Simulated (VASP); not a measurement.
```
CELL_PARAMETERS angstrom
      0.00000     2.38590     2.38590
      2.38590     0.00000     2.38590
      2.38590     2.38590     0.00000
ATOMIC_POSITIONS crystal
  B  0.00000 0.00000 0.00000
  As 0.25000 0.25000 0.25000
```

The numbers are results of PBE GGA with D3 dispersion (Becke-Johnson damping), VASP's PBE PAW potentials (set 64) (plane waves; VASP), not measurements. Settings: 520 eV cut-off, 11×11×11 Γ-centred mesh, tetrahedra with Blöchl corrections, potentials B As.

Problem. Predict the energy per atom (σ→0).

Solution. 
```json
{
 "energy per atom (σ→0)": "-6.033 eV/atom"
}
```

The absolute energy has meaning only against runs of the same code, potentials and settings.

The compound is BAs in the zinc blende structure. It was relaxed first.
